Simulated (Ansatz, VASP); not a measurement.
# AgCl: VASP beside Ansatz, part 2 of 2

Aim: how closely do two programs agree when they are given the same cell, functional and k mesh? The cell is taken from a series of runs on this material, whose earlier steps may have relaxed, scaled, displaced or heated it; both programs get it as it stands.

VASP 6.6.1 and Ansatz 0.2.0.

So far: Starting point; Ansatz: dielectric response, PBE.

## 3. VASP: dielectric response, PBE

Level of this step: PBE; plane waves and PAW (Ag, Cl) (VASP).

The same cell, functional and mesh now go to VASP, with its own data sets.

Lines of VASP's logs that name or quote its potential files are left out, and so is its time.

INCAR reads:

```
SYSTEM = AgCl
PREC = Accurate
ENCUT = 400
EDIFF = 1E-08
NELM = 120
ISMEAR = 0
SIGMA = 0.01
LREAL = .FALSE.
ALGO = Normal
GGA = PE
NBANDS = 15
LASPH = .TRUE.
LORBIT = 11
LWAVE = .FALSE.
LCHARG = .FALSE.
ISIF = 2
LEPSILON = .TRUE.
GGA_COMPAT = .FALSE.
```

POSCAR reads:

```
AgCl
1.0
    0.0000000000      2.7726629968      2.7726629968
    2.7726629968      0.0000000000      2.7726629968
    2.7726629968      2.7726629968      0.0000000000
Ag Cl
1 1
Direct
    0.0000000000      0.0000000000      0.0000000000
    0.5000000000      0.5000000000      0.5000000000
```

KPOINTS reads:

```
Automatic mesh
0
Gamma
6 6 6
0 0 0
```

Potentials, in the order of the species: Ag and Cl (PBE family, release 64).

Command:

```
mpirun -np 1 vasp_std
```

Numbers of over 12 decimals in the logs are rounded to 6 here.

The program printed:

```text
[banner, memory and clock lines left out]
running    1 mpi-ranks, on    1 nodes
 distrk:  each k-point on    1 cores,    1 groups
 distr:  one band on    1 cores,    1 groups

 POSCAR found type information on POSCAR AgCl
 POSCAR found :  2 types and       2 ions
 LDA part: xc-table for (Slater+PW92), standard interpolation
 POSCAR, INCAR and KPOINTS ok, starting setup
 FFT: planning ... GRIDC
 FFT: planning ... GRID_SOFT
 FFT: planning ... GRID
 WAVECAR not read
 entering main loop
       N       E                     dE             d eps       ncg     rms          rms(c)
DAV:   1     0.829116631038E+02    0.82912E+02   -0.75064E+03   504   0.877E+02
DAV:   2    -0.277326508266E+01   -0.85685E+02   -0.78484E+02   599   0.204E+02
DAV:   3    -0.555694330514E+01   -0.27837E+01   -0.27776E+01   592   0.393E+01
DAV:   4    -0.557653344152E+01   -0.19590E-01   -0.19588E-01   620   0.359E+00
DAV:   5    -0.557679872396E+01   -0.26528E-03   -0.26527E-03   592   0.407E-01    0.615E+00
DAV:   6    -0.539806158662E+01    0.17874E+00   -0.26680E-01   608   0.680E+00    0.398E+00
DAV:   7    -0.539408357073E+01    0.39780E-02   -0.96641E-02   564   0.217E+00    0.198E+00
DAV:   8    -0.539343094289E+01    0.65263E-03   -0.47187E-03   585   0.732E-01    0.307E-01
DAV:   9    -0.539350998710E+01   -0.79044E-04   -0.50243E-04   599   0.290E-01    0.413E-02
DAV:  10    -0.539357692370E+01   -0.66937E-04   -0.97157E-05   543   0.890E-02    0.307E-02
DAV:  11    -0.539358010078E+01   -0.31771E-05   -0.35840E-06   634   0.139E-02    0.301E-03
DAV:  12    -0.539358018647E+01   -0.85692E-07   -0.41116E-07   606   0.575E-03    0.132E-03
DAV:  13    -0.539358009551E+01    0.90957E-07   -0.90909E-08   557   0.316E-03    0.102E-03
DAV:  14    -0.539358008158E+01    0.13934E-07   -0.82866E-09   472   0.678E-04    0.504E-04
DAV:  15    -0.539358007952E+01    0.20605E-08   -0.16715E-09   331   0.295E-04
   1 F= -.53935801E+01 E0= -.53935801E+01  d E =-.201558E-20
 Linear response reoptimize wavefunctions to high precision
DAV:   1    -0.539358008206E+01   -0.25389E-08   -0.23663E-10   471   0.151E-04
DAV:   2    -0.539358008202E+01    0.37517E-10   -0.18080E-11   282   0.328E-05
 Linear response G [H, r] |phi>, progress :
  Direction:   1
       N       E                     dE             d eps       ncg     rms
RMM:   1    -0.778005805230E+02   -0.77801E+02   -0.34741E+01  1051   0.695E+01
RMM:   2    -0.712802598716E+02    0.65203E+01   -0.34248E+00   798   0.137E+01
RMM:   3    -0.713089750028E+02   -0.28715E-01   -0.40725E-02   790   0.147E+00
RMM:   4    -0.713096075337E+02   -0.63253E-03   -0.79818E-04   824   0.195E-01
RMM:   5    -0.713096247887E+02   -0.17255E-04   -0.15763E-05   834   0.281E-02
RMM:   6    -0.713096251304E+02   -0.34177E-06   -0.30239E-07   859   0.430E-03
RMM:   7    -0.713096251701E+02   -0.39617E-07    0.69933E-07   849   0.840E-04
RMM:   8    -0.713096251770E+02   -0.69319E-08    0.51970E-06   701   0.316E-04
RMM:   9    -0.713096250592E+02    0.11779E-06    0.49660E-07   554   0.253E-04
RMM:  10    -0.713096250557E+02    0.35493E-08    0.38967E-06   555   0.250E-04
RMM:  11    -0.713096250550E+02    0.60997E-09    0.65358E-06   519   0.250E-04
RMM:  12    -0.713096250568E+02   -0.17303E-08    0.51508E-06   482   0.250E-04
 Linear response G [H, r] |phi>, progress :
  Direction:   2
       N       E                     dE             d eps       ncg     rms
RMM:   1    -0.774839265531E+02   -0.77484E+02   -0.44701E+01  1035   0.681E+01
RMM:   2    -0.738778380494E+02    0.36061E+01   -0.30068E+00   795   0.129E+01
RMM:   3    -0.739073858374E+02   -0.29548E-01   -0.39702E-02   788   0.146E+00
RMM:   4    -0.739079994168E+02   -0.61358E-03   -0.77778E-04   823   0.195E-01
RMM:   5    -0.739080163500E+02   -0.16933E-04   -0.15473E-05   829   0.278E-02
RMM:   6    -0.739080166455E+02   -0.29553E-06   -0.34444E-07   860   0.425E-03
RMM:   7    -0.739080166785E+02   -0.32992E-07   -0.54472E-07   860   0.824E-04
RMM:   8    -0.739080166902E+02   -0.11714E-07   -0.27027E-06   701   0.308E-04
RMM:   9    -0.739080166755E+02    0.14718E-07    0.13151E-06   564   0.247E-04
RMM:  10    -0.739080166749E+02    0.57116E-09    0.17965E-06   559   0.245E-04
RMM:  11    -0.739080166756E+02   -0.61250E-09    0.72893E-06   522   0.245E-04
RMM:  12    -0.739080166736E+02    0.19365E-08    0.13692E-06   470   0.244E-04
 Linear response G [H, r] |phi>, progress :
  Direction:   3
       N       E                     dE             d eps       ncg     rms
RMM:   1    -0.742276867350E+02   -0.74228E+02    0.39138E+00   983   0.682E+01
RMM:   2    -0.685516857869E+02    0.56760E+01   -0.32215E+00   778   0.130E+01
RMM:   3    -0.685831227069E+02   -0.31437E-01   -0.34626E-02   776   0.141E+00
RMM:   4    -0.685845230049E+02   -0.14003E-02    0.77718E-04   812   0.185E-01
RMM:   5    -0.685846668304E+02   -0.14383E-03    0.19263E-04   816   0.261E-02
RMM:   6    -0.685846853405E+02   -0.18510E-04    0.26884E-05   833   0.407E-03
RMM:   7    -0.685846880124E+02   -0.26718E-05    0.27817E-06   785   0.801E-04
RMM:   8    -0.685846880351E+02   -0.22707E-07    0.82767E-06   650   0.320E-04
RMM:   9    -0.685846940189E+02   -0.59838E-05    0.29395E-06   502   0.261E-04
RMM:  10    -0.685846940180E+02    0.87380E-09    0.43031E-06   483   0.260E-04
[...]
RMM:   1    -0.505215575312E+00   -0.50522E+00   -0.20676E+00   985   0.334E+00
RMM:   2    -0.536316558339E+00   -0.31101E-01   -0.93347E-03   790   0.598E-01
RMM:   3    -0.536476297205E+00   -0.15974E-03   -0.16354E-04   782   0.741E-02
RMM:   4    -0.536478609733E+00   -0.23125E-05   -0.33859E-06   800   0.108E-02
RMM:   5    -0.536478642706E+00   -0.32972E-07   -0.90513E-08   762   0.165E-03
RMM:   6    -0.536478643987E+00   -0.12818E-08   -0.28312E-09   669   0.273E-04
 change of polarisation eV/A/(eV/A) component  1 :     1.073     0.278     0.036
 dielectric tensor                  component  1 :     5.554     1.182     0.155
 Linear response to external field (no local field effect), progress :
  Direction:   2
       N       E                     dE             d eps       ncg     rms          rms(c)
RMM:   1    -0.547865941687E+00   -0.54787E+00   -0.22262E+00   988   0.347E+00
RMM:   2    -0.581515675534E+00   -0.33650E-01   -0.10253E-02   785   0.619E-01
RMM:   3    -0.581678231317E+00   -0.16256E-03   -0.18074E-04   783   0.766E-02
RMM:   4    -0.581680749301E+00   -0.25180E-05   -0.36332E-06   801   0.111E-02
RMM:   5    -0.581680782837E+00   -0.33536E-07   -0.96610E-08   765   0.168E-03
RMM:   6    -0.581680784352E+00   -0.15144E-08   -0.47727E-09   678   0.277E-04
 change of polarisation eV/A/(eV/A) component  2 :     0.278     1.163    -0.012
 dielectric tensor                  component  2 :     1.182     5.938    -0.051
 Linear response to external field (no local field effect), progress :
  Direction:   3
       N       E                     dE             d eps       ncg     rms          rms(c)
RMM:   1    -0.401774004814E+00   -0.40177E+00   -0.14830E+00   960   0.304E+00
RMM:   2    -0.418682002494E+00   -0.16908E-01   -0.68646E-03   776   0.517E-01
RMM:   3    -0.418791436590E+00   -0.10943E-03   -0.12996E-04   772   0.637E-02
RMM:   4    -0.418793044762E+00   -0.16082E-05   -0.28824E-06   788   0.937E-03
RMM:   5    -0.418793072256E+00   -0.27494E-07   -0.78856E-08   761   0.142E-03
RMM:   6    -0.418793073388E+00   -0.11321E-08   -0.43691E-09   618   0.239E-04
 change of polarisation eV/A/(eV/A) component  3 :     0.036    -0.012     0.838
 dielectric tensor                  component  3 :     0.155    -0.051     4.555
 Linear response to external field, progress :
  Direction:   1
       N       E                     dE             d eps       ncg     rms          rms(c)
RMM:   1    -0.485626097655E+00   -0.48563E+00   -0.19324E+00  1797   0.327E+00
RMM:   2    -0.512174149438E+00   -0.26548E-01   -0.87406E-03  1473   0.571E-01    0.110E+00
RMM:   3    -0.491798853267E+00    0.20375E-01   -0.24219E-02  1396   0.798E-01    0.577E-01
RMM:   4    -0.500843668387E+00   -0.90448E-02   -0.13412E-02  1424   0.634E-01    0.192E-01
RMM:   5    -0.510289143793E+00   -0.94455E-02   -0.60905E-04  1429   0.179E-01    0.197E-02
RMM:   6    -0.510750520548E+00   -0.46138E-03   -0.28268E-05  1475   0.332E-02    0.932E-03
RMM:   7    -0.511243298839E+00   -0.49278E-03   -0.57964E-06  1440   0.168E-02    0.397E-03
RMM:   8    -0.511345657281E+00   -0.10236E-03   -0.69354E-07  1452   0.575E-03    0.106E-03
RMM:   9    -0.511341408740E+00    0.42485E-05    0.16776E-07  1495   0.152E-03    0.192E-04
RMM:  10    -0.511342056928E+00   -0.64819E-06    0.15816E-06  1496   0.460E-04    0.227E-05
RMM:  11    -0.511341547038E+00    0.50989E-06    0.86911E-07   943   0.595E-05    0.143E-05
RMM:  12    -0.511341501218E+00    0.45820E-07   -0.48227E-09   728   0.529E-05    0.238E-06
 change of polarisation eV/A/(eV/A) component  1 :     0.966     0.211     0.065
 dielectric tensor                  component  1 :     5.102     0.897     0.276
 Linear response to external field, progress :
  Direction:   2
       N       E                     dE             d eps       ncg     rms          rms(c)
RMM:   1    -0.484494862593E+00   -0.48449E+00   -0.19211E+00  1812   0.329E+00
RMM:   2    -0.512170055395E+00   -0.27675E-01   -0.88612E-03  1471   0.579E-01    0.110E+00
RMM:   3    -0.491787976112E+00    0.20382E-01   -0.24237E-02  1396   0.799E-01    0.577E-01
RMM:   4    -0.500838353674E+00   -0.90504E-02   -0.13422E-02  1427   0.634E-01    0.192E-01
RMM:   5    -0.510291742700E+00   -0.94534E-02   -0.60966E-04  1431   0.179E-01    0.197E-02
RMM:   6    -0.510747469358E+00   -0.45573E-03   -0.28137E-05  1471   0.331E-02    0.934E-03
RMM:   7    -0.511243244429E+00   -0.49578E-03   -0.59010E-06  1442   0.169E-02    0.396E-03
RMM:   8    -0.511345446683E+00   -0.10220E-03   -0.79462E-07  1458   0.576E-03    0.107E-03
RMM:   9    -0.511341477732E+00    0.39690E-05   -0.25651E-07  1502   0.154E-03    0.196E-04
RMM:  10    -0.511342106207E+00   -0.62847E-06   -0.11366E-06  1490   0.463E-04    0.229E-05
RMM:  11    -0.511341620443E+00    0.48576E-06   -0.78576E-07   953   0.602E-05    0.142E-05
RMM:  12    -0.511341571345E+00    0.49098E-07   -0.19176E-07   714   0.523E-05    0.250E-06
 change of polarisation eV/A/(eV/A) component  2 :     0.224     0.966    -0.044
 dielectric tensor                  component  2 :     0.949     5.102    -0.186
 Linear response to external field, progress :
  Direction:   3
       N       E                     dE             d eps       ncg     rms          rms(c)
RMM:   1    -0.484734547048E+00   -0.48473E+00   -0.19234E+00  1809   0.329E+00
RMM:   2    -0.512169206668E+00   -0.27435E-01   -0.88422E-03  1469   0.578E-01    0.110E+00
RMM:   3    -0.491777184224E+00    0.20392E-01   -0.24348E-02  1397   0.800E-01    0.577E-01
RMM:   4    -0.500827962239E+00   -0.90508E-02   -0.13424E-02  1429   0.634E-01    0.192E-01
RMM:   5    -0.510287700947E+00   -0.94597E-02   -0.60812E-04  1431   0.179E-01    0.198E-02
RMM:   6    -0.510744019211E+00   -0.45632E-03   -0.27669E-05  1476   0.330E-02    0.937E-03
RMM:   7    -0.511243296013E+00   -0.49928E-03   -0.59686E-06  1435   0.170E-02    0.398E-03
RMM:   8    -0.511345270437E+00   -0.10197E-03   -0.78934E-07  1462   0.577E-03    0.107E-03
RMM:   9    -0.511341466625E+00    0.38038E-05   -0.24438E-07  1499   0.153E-03    0.196E-04
RMM:  10    -0.511342060727E+00   -0.59410E-06   -0.10331E-06  1489   0.463E-04    0.229E-05
RMM:  11    -0.511341569525E+00    0.49120E-06   -0.26519E-07   948   0.611E-05    0.143E-05
RMM:  12    -0.511341513235E+00    0.56290E-07   -0.11159E-07   701   0.534E-05    0.248E-06
 change of polarisation eV/A/(eV/A) component  3 :     0.077     0.097     0.966
 dielectric tensor                  component  3 :     0.325     0.412     5.102
 Born effective charges drift removed
```

From OUTCAR (step 3):

```text
ion  position               nearest neighbor table
   1  0.000  0.000  0.000-   2 2.77   2 2.77   2 2.77   2 2.77   2 2.77   2 2.77
   2  0.500  0.500  0.500-   1 2.77   1 2.77   1 2.77   1 2.77   1 2.77   1 2.77

  LATTYP: Found a face centered cubic cell.
 ALAT       =     5.5453259936

 Subroutine GETGRP returns: Found 48 space group operations
 (whereof 48 operations were pure point group operations)

The static configuration has the point symmetry O_h .

 Found     16 irreducible k-points:

   k-points           NKPTS =     16   k-points in BZ     NKDIM =     16   number of bands    NBANDS=     15

   dimension x,y,z NGX =    28 NGY =   28 NGZ =   28
   dimension x,y,z NGXF=    56 NGYF=   56 NGZF=   56

   ENCUT  =  400.0 eV  29.40 Ry    5.42 a.u.   6.39  6.39  6.39*2*pi/ulx,y,z

   NELECT =      18.0000    total number of electrons

 k-points in reciprocal lattice and weights: Automatic mesh
   0.00000000  0.00000000  0.00000000       0.005
   0.16666667  0.00000000  0.00000000       0.037
   0.33333333  0.00000000  0.00000000       0.037
   0.50000000  0.00000000  0.00000000       0.019
   0.16666667  0.16666667  0.00000000       0.028
   0.33333333  0.16666667  0.00000000       0.111
   0.50000000  0.16666667  0.00000000       0.111
  -0.33333333  0.16666667  0.00000000       0.111
  -0.16666667  0.16666667  0.00000000       0.056
[...]
-0.33333333  0.33333333  0.16666667       0.111
  -0.33333333  0.50000000  0.16666667       0.056

 average (electrostatic) potential at core
       1 -73.1220       2 -91.4892

  Total        0.3548763      0.3548763      0.3548763      0.0000000      0.0000000     -0.0000000
  in kB       13.3372515     13.3372515     13.3372515      0.0000000      0.0000000     -0.0000000
  external PRESSURE =      13.3372515 kB  Pullay stress =       0.0000000 kB

  energy-cutoff  :      400.00
  volume of cell :       42.63
      direct lattice vectors                 reciprocal lattice vectors
     0.000000000  2.772662997  2.772662997    -0.180332049  0.180332049  0.180332049
     2.772662997  0.000000000  2.772662997     0.180332049 -0.180332049  0.180332049
     2.772662997  2.772662997  0.000000000     0.180332049  0.180332049 -0.180332049

 POSITION                                       TOTAL-FORCE (eV/Angst)
 -----------------------------------------------------------------------------------
      0.00000      0.00000      0.00000        -0.000000      0.000000      0.000000
      2.77266      2.77266      2.77266         0.000000     -0.000000     -0.000000
 -----------------------------------------------------------------------------------
    total drift:                                0.000000      0.000000      0.000000

 MACROSCOPIC STATIC DIELECTRIC TENSOR (including local field effects in DFT)
 ------------------------------------------------------
           5.102332    -0.000000     0.000000
          -0.000000     5.102332    -0.000000
           0.000000     0.000000     5.102332
 ------------------------------------------------------

 PIEZOELECTRIC TENSOR (including local field effects)  for field in x, y, z        (C/m^2)
          XX          YY          ZZ          XY          YZ          ZX
  --------------------------------------------------------------------------------
  x     0.00000     0.00000     0.00000     0.00000     0.00000     0.00000
  y     0.00000     0.00000     0.00000     0.00000     0.00000     0.00000
  z     0.00000     0.00000     0.00000     0.00000     0.00000     0.00000

 BORN EFFECTIVE CHARGES (including local field effects) (in |e|, cummulative output)
 ---------------------------------------------------------------------------------
 ion    1
    1     1.44759     0.00000     0.00000
    2     0.00000     1.44759     0.00000
    3     0.00000     0.00000     1.44759
 ion    2
    1    -1.44759     0.00000     0.00000
    2     0.00000    -1.44759     0.00000
    3     0.00000     0.00000    -1.44759
```

## 4. Differences

Known differences besides the potentials themselves: fixed occupations in Ansatz, narrow Gaussian smearing in VASP; VASP's response is taken on the typed mesh, Ansatz refines its own for the field response alone; the data sets hold 26 valence electrons in Ansatz (on its default PAW (the set named soft_2) files) and 18 in VASP; the cutoff is 420 eV in Ansatz and 400 eV in VASP. Total energies have different zeros and are not compared.

The two programs side by side:

```csv
quantity,Ansatz,VASP,difference
ε∞ xx,5.10,5.10,-0.08 %
ε∞ yy,5.10,5.10,-0.08 %
ε∞ zz,5.10,5.10,-0.08 %
```

## 5. Results

```json
{
  "difference in ε∞ xx (dielectric response, PBE)": "-0.081 %"
}
```

**Reading.** The difference in ε∞ xx is -0.081 % (dielectric response, PBE), within the 5 % picked in this series as the mark of a large difference. The data sets hold unlike numbers of valence electrons (26 in Ansatz and 18 in VASP), so part of the differences may come from the potentials. How closely two codes agree says nothing of how well the functional describes the real material.

[Lines on the potential files, build, host, timing and source positions are cut from VASP's logs without a mark.]

[Logs are printed without paths, hosts, clocks, repeated set-up lines and the standing remarks that a program may print on its own settings, such as how far it seeks lower states.]

[Hosts, paths, dates, database ids (printed as entryN), source tags and the programs' standing remarks are cut or masked in the printed files.]
